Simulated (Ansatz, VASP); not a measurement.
# Sb (antimonene bilayer, AB) in two plane-wave programs

Aim: how closely do two programs agree when they are given the same cell, functional and k mesh? Of the first pair: The structure shown is the start of the Ansatz relaxation below; VASP solves that cell, so the two are compared at the walk's first step.

Calculated with Ansatz 0.2.0; plane waves, with VASP 6.6.1 beside it; single point at PBE with D3(BJ).

### Step 1. Set-up

The cell holds 4 atoms: 4 Sb. Cell: a = 4.120 Å, b = 4.120 Å, c = 43.600 Å, α = 90.0°, β = 90.0°, γ = 120.0°. Vacuum lies along c.

Coordinates:

```cif
data_structure
_symmetry_space_group_name_H-M 'P 1'
_symmetry_Int_Tables_number 1
_cell_length_a 4.1200
_cell_length_b 4.1200
_cell_length_c 43.6000
_cell_angle_alpha 90.000
_cell_angle_beta 90.000
_cell_angle_gamma 120.000
_cell_volume 640.93
loop_
_atom_site_label
_atom_site_type_symbol
_atom_site_fract_x
_atom_site_fract_y
_atom_site_fract_z
_atom_site_occupancy
Sb1 Sb 0.66667 0.33333 0.42775 1
Sb2 Sb 0.33333 0.66667 0.46560 1
Sb3 Sb 0.00000 0.00000 0.53440 1
Sb4 Sb 0.66667 0.33333 0.57225 1
```

### Step 2. Ansatz: relaxation, PBE with D3(BJ)

Ansatz runs on its default PAW (the set named soft_2) files.

The two programs are compared at the cell with which this relaxation starts, whose forces are those of its first step.

input.yaml reads:

```yaml
crystal:
  lattice:
    - [4.12, 0.0, 0.0]
    - [-2.06, 3.5680246636, 0.0]
    - [0.0, 0.0, 43.5999999986]
  atoms:
    - { symbol: Sb, position: [0.6666666667, 0.3333333333, 0.4277522936] }
    - { symbol: Sb, position: [0.3333333333, 0.6666666667, 0.4655963303] }
    - { symbol: Sb, position: [0.0, 0.0, 0.5344036697] }
    - { symbol: Sb, position: [0.6666666667, 0.3333333333, 0.5722477064] }
  periodic: [true, true, false]
kpoints:
  mp_grid: { grid: [12, 12, 1] }
hamiltonian:
  xc: pbe
  dispersion: d3bj
scf:
  occupations: { method: fermi_dirac, width: 0.05 }
  convergence: { dr2_threshold: 1.0e-09 }
relax:
  f_tol: 0.004
  max_steps: 90
  cell: {}
output:
  write_potential: true
  write_density: true
  volumetric_format: npy
```

The run is started by

```console
> ansatz run input.yaml --threads 4 --pin off --max-ram 8192MiB --backend cpu --events-out ev --progress --plain --runs-dir out
```

Numbers of over 12 decimals in the logs are rounded to 6 here.

The log of the run:

```text
Warning: relax.cell: scf.convergence.dr2_threshold = 1e-9 eV is looser than the 1.50551394521e-10 eV advised for a relaxation that steers and ends on the stress (1e-10 eV for each atom of the cell: 4, times the square of relax.cell.stress_2d_tol = 0.05 N/m over 16.3 Å (the atoms' height at the walk's start and 5 Å past either face), 3.067e-2 GPa, over a crystal's default 0.05). What an SCF threshold leaves in a stress goes as its square root, and in the free energy as the threshold itself, and one threshold admits the most on a small cell: [figures from the program's tests cut] Set scf.convergence.dr2_threshold to 1.50551394521e-10 eV or tighter. [rest of the remark cut]
Engine: ansatz 0.2.0, x86_64-unknown-linux-gnu
Pseudopotentials: kind: paw
Pseudopotential: Sb, paw, valence charge 15, recommended cutoff 420 eV (normal), Sb.paw.azcp
Functional definition: PBE
  parameter kappa = 0.804
  parameter beta = 0.066725
  exchange = pbe_x(kappa = kappa, mu = beta*pi^2/3)
  correlation = pbe_c(beta = beta)
Crystal: 4 atoms, lattice volume = 640.931 Å³
Basis set: ecut = 420 eV, 12397 PW (Γ), exchange–correlation on 60×60×600 points (8 copies of the dense FFT grid, shifted against one another)
Bands: 36, of which v1, the nominal top of the filled ones, is band 30 counted from 1 (29 counted from 0)
Symmetry: 12 space group operations
Space group: P-3m1 (ITA 164), of the structure as read, at distance tolerance 8.6e-5 Å
k-points: 19 of 144
Non-local potential: Sb, projectors of the file, l = 0: 2, l = 1: 2, l = 2: 2, l = 3: 2
PAW form: soft (Blöchl's): semilocal exchange-correlation on the pseudo side does not see the compensation charge
PAW one-centre angular grid: Sb, 590 points (default); XC on 64 Gauss nodes
Initial density: superposition of atomic densities (neutral atoms: chi_scale 0, normalization atom), corrected by the library's trained network
Initial wavefunctions: pseudopotential atomic-orbital guess
Functional: x = pbe(κ = 0.804, μ = 0.219515), c = pbe(β = 0.066725)
SCF iter   1: F=—  HF=-25938.927112 eV  |F-HF|=—  |Δ(HF+E_count)|=         —  Δρ=6.91e-4  dr2=3.01e-3  ethr=1.77e-3  ⟨swp⟩=15.4  Hψ=4365  notcnv=0
preconditioner: auto → Resta (q_TF=auto, 1.838 Å⁻¹)  ε∞=1.8  [insulator: Δε(μ)=0.423 eV  Ē_g=7.318 eV  σ=0.050 eV  W_gap=0.97  n_scr=66 (ndim 8)  ℏωp=6.6 eV  f_vac=0.759  D(μ)=0.06/eV (n_scr^D=0)  ε∞_Penn≈1.8  vacuum switching on, ρ_ref=3.9e-3 e/Å³]
SCF iter   2: F=—  HF=-25938.923667 eV  |F-HF|=—  |Δ(HF+E_count)|=   3.45e-3  Δρ=3.96e-4  dr2=1.85e-3  ethr=5.01e-6  ⟨swp⟩=4.4  Hψ=2149  notcnv=0  defer=7
SCF iter   3: F=—  HF=-25938.924399 eV  |F-HF|=—  |Δ(HF+E_count)|=   7.32e-4  Δρ=2.67e-4  dr2=3.30e-3  ethr=3.08e-6  ⟨swp⟩=3.3  Hψ=1379  notcnv=0  defer=7
SCF iter   4: F=—  HF=-25938.924308 eV  |F-HF|=—  |Δ(HF+E_count)|=   9.14e-5  Δρ=1.04e-4  dr2=1.49e-4  ethr=3.08e-6  ⟨swp⟩=2.3  Hψ=799  notcnv=0  defer=7
SCF iter   5: F=—  HF=-25938.924374 eV  |F-HF|=—  |Δ(HF+E_count)|=   6.60e-5  Δρ=3.23e-5  dr2=6.13e-6  ethr=2.49e-7  ⟨swp⟩=2.9  Hψ=944  notcnv=0  defer=7
SCF iter   6: F=—  HF=-25938.924390 eV  |F-HF|=—  |Δ(HF+E_count)|=   1.64e-5  Δρ=6.17e-6  dr2=4.38e-7  ethr=1.02e-8  ⟨swp⟩=3.8  Hψ=1492  notcnv=0  defer=7
SCF iter   7: F=—  HF=-25938.924368 eV  |F-HF|=—  |Δ(HF+E_count)|=   2.18e-5  Δρ=1.30e-6  dr2=1.05e-8  ethr=7.30e-10  ⟨swp⟩=3.5  Hψ=1307  notcnv=0  defer=7
SCF iter   8: F=—  HF=-25938.924368 eV  |F-HF|=—  |Δ(HF+E_count)|=   4.17e-8  Δρ=3.88e-7  dr2=1.03e-9  ethr=1.74e-11  ⟨swp⟩=3.0  Hψ=1410  notcnv=0  defer=7
SCF iter   9: F=-25938.924368 eV  HF=-25938.924368 eV  |F-HF|=2.26e-10  |Δ(HF+E_count)|=  1.35e-10  Δρ=8.56e-8  dr2=4.16e-11  ethr=1.67e-12  ⟨swp⟩=11.1  Hψ=4575  notcnv=0
SCF 1 converged in 9 iterations: F = -25938.924368 eV  dr2 = 4.16e-11
  greatest PAW one-centre occupation: 0.996 electrons in one spin orbital (limit 2), on the Sb atom at site 2 (counted from 0), in its partial waves of l = 2
relax step   1: F+E_penalty+E_count = -25938.92436825 eV  Δ(F+E_penalty+E_count) = +0.000e0 eV  max|allowed force component| = 2.557e-1 eV/Å  Δτ_max = 0.0000 Å  P = -0.430 N/m  Ω = 640.931 Å³  fix = [c, alpha, beta]  reactions: c -0.000 N/m  (9 SCF iters, accepted)
[...]
relax step   7: F+E_penalty+E_count = -25939.04183513 eV  Δ(F+E_penalty+E_count) = -6.941e-6 eV  max|allowed force component| = 3.858e-3 eV/Å  Δτ_max = 0.0031 Å  P = -0.006 N/m  Ω = 663.775 Å³  energy of the carried Pulay correction = -8.454e-4 eV  fix = [c, alpha, beta]  reactions: c -0.000 N/m  (6 SCF iters, accepted)
[...]
relax step   8: F+E_penalty+E_count = -25939.04262670 eV  Δ(F+E_penalty+E_count) = -7.916e-4 eV  max|allowed force component| = 3.805e-3 eV/Å  Δτ_max = 0.0000 Å  P = -0.010 N/m  Ω = 663.775 Å³  fix = [c, alpha, beta]  reactions: c -0.000 N/m  stress off target by 1.02e-2 N/m on what of the cell is left free  SCF on the basis re-selected at this cell (its energy is not comparable with the rows above)  (5 SCF iters)
basis re-selected at this cell: Δ(F+E_penalty+E_count) = -7.916e-4 eV, ΔP = -0.004 N/m vs the last step (what re-selecting the basis moved, of the pressure what is left beyond the Pulay correction that the steps carried, after the strain that the cell walked since its last selection, with what the two solves' SCF thresholds leave and, on support functions, any second-order correction that the steps lacked; it is no m [...]
WARN: The output density's exchange-correlation potential varies sharply where the density is thin. Do not read a vacuum level from v_tot or v_xc, or from such a field of the output density. On a cell that repeats whose density bears no net charge and no dipole along the vacuum's axis use v_es (v_loc + v_h of the components); under efield.dipole_correction with no amplitude use v_es + v_field, which holds any externa [...]
SCF converged after 5 iterations
Free energy (F): -25939.042627 eV
Harris-Foulkes:  -25939.042627 eV  (|F-HF|=1.49e-10)
Internal energy: -25939.037955 eV  (E = F + TS)
E sigma→0 (E₀):  -25939.040291 eV
Entropy (-TS):   -0.004672 eV (-1.168 meV/atom)
Fermi energy:    -3.911568 eV
--- Per-component energies (eV) ---
  E_band       = -1521.684076
  E_kinetic    = 826.931602
  E_local      = -186617.502505  (includes V_loc(G=0)·N_el)
  E_nonlocal   = 1448.727727
  E_hartree    = 92590.561013
  E_xc         = -552.798644
  E_vxc        = -383.521212  (∫ρ·V_xc dr)
  E_paw        = -18301.219405  (= ΣΔE_a)
  E_vpaw       = -1977.441677  (= ΣTr[D̂ρ^β])
  E_aug_tail   = -0.000006  (compensation charges beyond the density's cutoff)
  E_ewald      = 84667.613699
  E_disp       = -1.351435  (pairwise vdW)
  E_smearing   = -0.004672  (= −TS)
  E_closure    = 0.000000  (closes the sum)
  Σ components = -25939.042627   (vs F -25939.042627, Δ=0.00e0)
--- Forces (eV/Å), atoms counted from 1 ---
  atom   1  Sb    -0.00000000     0.00000000     0.00008830
  atom   2  Sb     0.00000000     0.00000000     0.00380458
  atom   3  Sb     0.00000000    -0.00000000    -0.00380458
  atom   4  Sb     0.00000000    -0.00000000    -0.00008830
  max |Σ_I F_I| component: 1.16e-18 eV/Å
--- 2D stress c σ (N/m, compression-positive) ---
       -0.010185       0.000000       0.000000
        0.000000      -0.010185       0.000000
        0.000000       0.000000       0.000000
  P = ½ c Tr σ = -0.0102 N/m
--- Band table (eV; the first three rows and the last of 19) ---
  k-point 0: bands = [... 26 lower, -5.3822, -5.0779, -5.0779, -4.3110, -3.7578, -2.9057, -2.9057, -2.0219, ... 2 higher]
  k-point 1: bands = [... 26 lower, -5.6193, -5.5543, -5.1429, -3.9940, -3.4559, -2.8617, -2.7580, -2.0461, ... 2 higher]
  k-point 2: bands = [... 26 lower, -6.0570, -5.6339, -5.3980, -4.6200, -3.1921, -2.4922, -2.4801, -1.7980, ... 2 higher]
  k-point 18: bands = [... 26 lower, -7.4250, -6.6507, -6.6507, -6.0734, -2.9168, -2.9168, -2.2244, -0.4466, ... 2 higher]
  the weakly bound empty levels are not read free of the cell's end (no_gap_told)
--- Relaxed structure (7 steps of the walk, 7 accepted, 1 SCFs on fresh bases) ---
  F+E_penalty+E_count = -25939.04262670 eV   max|allowed force component| = 3.805e-3 eV/Å   (the final SCF, on the basis selected at the relaxed cell)
  cell:  # Å, volume = 663.7750 Å³
    - [4.192778, 0.0, 0.0]
    - [-2.096389, 3.631052, 0.0]
    - [0.0, 0.0, 43.5999999986]
  atoms:
    - { symbol: Sb, position: [0.666667, 0.333333, 0.437077] }
    - { symbol: Sb, position: [0.333333, 0.666667, 0.473405] }
    - { symbol: Sb, position: [2.3129646340972122e-18, 1.3877787809430044e-17, 0.526595] }
    - { symbol: Sb, position: [0.666667, 0.333333, 0.562923] }
```

Reading the cycles: dr2 is the Hartree energy of the density residual (eV), the measure of convergence; HF is the Harris–Foulkes estimate of the energy, which meets the free energy F at convergence.

### Step 3. VASP: single point, PBE with D3(BJ), start cell, pair 1

The same cell, functional, mesh and smearing now go to VASP, with its own data sets.

Lines of VASP's logs that name or quote its potential files are left out, and so is its time.

INCAR reads:

```
SYSTEM = Sb
PREC = Accurate
ENCUT = 400
EDIFF = 1E-06
NELM = 120
ISMEAR = -1
SIGMA = 0.05
LREAL = .FALSE.
ALGO = Normal
GGA = PE
IVDW = 12
NBANDS = 16
LORBIT = 11
LWAVE = .FALSE.
LCHARG = .FALSE.
ISIF = 2
LDIPOL = .TRUE.
IDIPOL = 3
DIPOL = 0.5 0.5 0.5
LVHAR = .TRUE.
LASPH = .TRUE.
GGA_COMPAT = .FALSE.
EFERMI = MIDGAP
NELMDL = -8
KPAR = 2
```

POSCAR reads:

```
Sb
1.0
    4.1200000000      0.0000000000      0.0000000000
   -2.0600000000      3.5680250000      0.0000000000
    0.0000000000      0.0000000000     43.6000000000
Sb
4
Direct
    0.6666667134      0.3333334268      0.4277522936
    0.3333333801      0.6666667601      0.4655963303
    0.0000000467      0.0000000935      0.5344036697
    0.6666667134      0.3333334268      0.5722477064
```

KPOINTS reads:

```
Automatic mesh
0
Gamma
12 12 1
0 0 0
```

PAW data sets: Sb (PBE family, release 64).

The run is started by

```console
> mpirun -np 2 vasp_std
```

The log of the run:

```text
[banner, memory and clock lines left out]
running    2 mpi-ranks, on    1 nodes
 distrk:  each k-point on    1 cores,    2 groups
 distr:  one band on    1 cores,    1 groups

 POSCAR found type information on POSCAR Sb
 POSCAR found :  1 types and       4 ions
 LDA part: xc-table for (Slater+PW92), standard interpolation
 POSCAR, INCAR and KPOINTS ok, starting setup
 FFT: planning ... GRIDC
 FFT: planning ... GRID_SOFT
 FFT: planning ... GRID
 WAVECAR not read
 entering main loop
       N       E                     dE             d eps       ncg     rms          rms(c)
DAV:   1     0.116527599343E+03    0.11653E+03   -0.44070E+03   608   0.634E+02
DAV:   2    -0.422765104293E+01   -0.12076E+03   -0.11333E+03   968   0.120E+02
DAV:   3    -0.160184297256E+02   -0.11791E+02   -0.11757E+02   872   0.467E+01
DAV:   4    -0.162875995570E+02   -0.26917E+00   -0.26894E+00   792   0.898E+00
DAV:   5    -0.162986046089E+02   -0.11005E-01   -0.11004E-01   952   0.197E+00
DAV:   6    -0.162987028514E+02   -0.98242E-04   -0.98242E-04   888   0.165E-01
DAV:   7    -0.162987083620E+02   -0.55107E-05   -0.55107E-05   952   0.315E-02
DAV:   8    -0.162987084705E+02   -0.10847E-06   -0.10830E-06   712   0.360E-03    0.413E+00
DAV:   9    -0.162604932365E+02    0.38215E-01   -0.23358E-02   680   0.777E-01    0.254E+00
DAV:  10    -0.162367197305E+02    0.23774E-01   -0.57294E-02   776   0.123E+00    0.123E-01
DAV:  11    -0.162370321959E+02   -0.31247E-03   -0.22477E-03   848   0.268E-01    0.813E-02
DAV:  12    -0.162370515569E+02   -0.19361E-04   -0.86186E-04   808   0.151E-01    0.310E-02
DAV:  13    -0.162370485200E+02    0.30368E-05   -0.42256E-05   824   0.345E-02    0.148E-02
DAV:  14    -0.162370568347E+02   -0.83147E-05   -0.87706E-05   808   0.347E-02    0.685E-03
DAV:  15    -0.162370873150E+02   -0.30480E-04   -0.69208E-06   656   0.107E-02    0.513E-03
DAV:  16    -0.162371895836E+02   -0.10227E-03   -0.23934E-05   656   0.154E-02    0.226E-03
DAV:  17    -0.162372081828E+02   -0.18599E-04   -0.14139E-06   696   0.405E-03    0.142E-03
DAV:  18    -0.162372397017E+02   -0.31519E-04   -0.34684E-06   672   0.518E-03    0.716E-04
DAV:  19    -0.162372519070E+02   -0.12205E-04   -0.23319E-07   656   0.140E-03    0.465E-04
DAV:  20    -0.162372609609E+02   -0.90539E-05   -0.32339E-07   568   0.125E-03    0.239E-04
DAV:  21    -0.162372646277E+02   -0.36668E-05   -0.94578E-08   600   0.715E-04    0.117E-04
DAV:  22    -0.162372663987E+02   -0.17709E-05   -0.23748E-08   464   0.412E-04    0.105E-04
DAV:  23    -0.162372675507E+02   -0.11521E-05   -0.15754E-08   464   0.297E-04    0.416E-05
DAV:  24    -0.162372679747E+02   -0.42399E-06   -0.44776E-09   400   0.174E-04
   1 F= -.17497048E+02 E0= -.17496493E+02  d E =-.110986E-02
```

Parts of OUTCAR (step 3):

```text
ion  position               nearest neighbor table
   1  0.667  0.333  0.428-   2 2.89   2 2.89   2 2.89
   2  0.333  0.667  0.466-   1 2.89   1 2.89   1 2.89
   3  0.000  0.000  0.534-   4 2.89   4 2.89   4 2.89
   4  0.667  0.333  0.572-   3 2.89   3 2.89   3 2.89

  LATTYP: Found a hexagonal cell.
 ALAT       =     4.1200000000
 C/A-ratio  =    10.5825242718

 Subroutine GETGRP returns: Found 12 space group operations
 (whereof  6 operations were pure point group operations)

The static configuration has the point symmetry C_3v.
 The point group associated with its full space group is D_3d.

 Found     19 irreducible k-points:

   k-points           NKPTS =     19   k-points in BZ     NKDIM =     19   number of bands    NBANDS=     16

   dimension x,y,z NGX =    28 NGY =   28 NGZ =  288
   dimension x,y,z NGXF=    56 NGYF=   56 NGZF=  576

   ENCUT  =  400.0 eV  29.40 Ry    5.42 a.u.   6.72  6.72 71.10*2*pi/ulx,y,z

   NELECT =      20.0000    total number of electrons

 k-points in reciprocal lattice and weights: Automatic mesh
   0.00000000  0.00000000  0.00000000       0.007
   0.08333333  0.00000000  0.00000000       0.042
   0.16666667  0.00000000  0.00000000       0.042
   0.25000000 -0.00000000  0.00000000       0.042
   0.33333333 -0.00000000  0.00000000       0.042
   0.41666667  0.00000000  0.00000000       0.042
   0.50000000 -0.00000000  0.00000000       0.021
   0.08333333  0.08333333  0.00000000       0.042
   0.16666667  0.08333333  0.00000000       0.083
[...]
0.33333333  0.25000000  0.00000000       0.083
   0.33333333  0.33333333  0.00000000       0.014

 dipolmoment           0.000000      0.000000     -0.000000 electrons x Angstroem

 average (electrostatic) potential at core
       1 -94.9318       2 -94.9902       3 -94.9902       4 -94.9318

 E-fermi :  -1.9314

 k-point     1 :       0.0000    0.0000    0.0000
  band No.  band energies     occupation
    ...
      6      -2.7511      2.00000
      7      -2.7511      2.00000
      8      -2.6506      2.00000
      9      -2.6506      2.00000
     10      -2.3304      1.99932
     11      -1.2561      0.00000
     12      -0.2911      0.00000
     13      -0.1624      0.00000
     14      -0.1624      0.00000
     15       0.2728      0.00000
    ...

 k-point     2 :       0.0833    0.0000    0.0000
  band No.  band energies     occupation
    ...
      6      -3.4694      2.00000
      7      -3.3419      2.00000
      8      -2.9502      2.00000
      9      -2.7888      2.00000
     10      -2.1349      1.96645
     11      -0.7993      0.00000
     12      -0.2601      0.00000
     13      -0.0894      0.00000
     14      -0.0140      0.00000
     15       0.3923      0.00000
    ...

 k-point     3 :       0.1667    0.0000    0.0000
  band No.  band energies     occupation
    ...
      6      -4.3484      2.00000
      7      -3.7072      2.00000
      8      -3.3568      2.00000
      9      -3.1326      2.00000
     10      -2.3613      1.99963
     11      -0.9701      0.00000
     12      -0.6124      0.00000
     13       0.2421      0.00000
     14       0.5384      0.00000
     15       0.7930      0.00000
    ...

 Edisp (eV)   -1.25978

  Total      -0.33055    -0.33055    -1.16675     0.00000    -0.00000     0.00000
  in kB      -0.82629    -0.82629    -2.91660     0.00000    -0.00000     0.00000
  external pressure =       -1.52 kB  Pullay stress =        0.00 kB

  energy-cutoff  :      400.00
  volume of cell :      640.93
      direct lattice vectors                 reciprocal lattice vectors
     4.120000000  0.000000000  0.000000000     0.242718447  0.140133547  0.000000000
    -2.060000000  3.568025000  0.000000000     0.000000000  0.280267095  0.000000000
     0.000000000  0.000000000 43.600000000     0.000000000  0.000000000  0.022935780

 POSITION                                       TOTAL-FORCE (eV/Angst)
 -----------------------------------------------------------------------------------
      2.06000      1.18934     18.65000         0.000000      0.000000      0.186719
      0.00000      2.37868     20.30000         0.000000      0.000000     -0.005625
     -0.00000      0.00000     23.30000        -0.000000     -0.000000      0.005625
      2.06000      1.18934     24.95000        -0.000000     -0.000000     -0.186719
 -----------------------------------------------------------------------------------
    total drift:                               -0.000000     -0.000225      0.000026

  FREE ENERGIE OF THE ION-ELECTRON SYSTEM (eV)
  ---------------------------------------------------
  free  energy   TOTEN  =       -17.4970481579 eV

  energy  without entropy=      -17.4959383006  energy(sigma->0) =      -17.49649323

 vacuum level on the upper side and lower side of the slab         2.147         2.147

 total charge
# of ion       s       p       d       tot
------------------------------------------
    1        1.212   1.163   0.025   2.401
    2        1.218   1.150   0.029   2.396
    3        1.218   1.150   0.029   2.396
    4        1.212   1.163   0.025   2.401
--------------------------------------------------
tot          4.860   4.625   0.109   9.594

[... 3 further parts left out ...]
```

### Step 4. Comparison

Known differences besides the potentials themselves: Ansatz cuts the interaction across the vacuum, VASP repeats the sheet with a dipole correction; the data sets hold 60 valence electrons in Ansatz (on its default PAW (the set named soft_2) files) and 20 in VASP; the cutoff is 420 eV in Ansatz and 400 eV in VASP. Total energies have different zeros and are not compared.

Forces (eV/Å; atoms numbered as in POSCAR):

```tsv
atom	Ansatz x, y, z	VASP x, y, z
Sb1	0.000, 0.000, 0.256	0.000, 0.000, 0.187
Sb2	0.000, 0.000, -0.084	0.000, 0.000, -0.006
Sb3	0.000, 0.000, 0.084	0.000, 0.000, 0.006
Sb4	0.000, 0.000, -0.256	0.000, 0.000, -0.187
```

The forces differ by 43 meV/Å r.m.s., which is 56.0 % of the r.m.s. force of 0.076 eV/Å (both taken over all components). With vacuum in the cell, a pressure given here is an average over mostly empty space and none of the material.

### Step 5. Further runs

Further runs change the set-up of one program: Ansatz's method, potentials or start, or VASP's data sets, cutoff or form of LDA. The table gives that difference for each run.

```tsv
run	r.m.s. force difference (meV/Å)
as above	43
VASP with the data sets Sb_d_GW	0.32
```

[end of part 1 of 2]

[Lines on the potential files, build, host, timing and source positions are cut from VASP's logs without a mark.]

[Logs are printed without paths, hosts, clocks, repeated set-up lines and the standing remarks that a program may print on its own settings, such as how far it seeks lower states.]

[Hosts, paths, dates, database ids (printed as entryN), source tags and the programs' standing remarks are cut or masked in the printed files.]
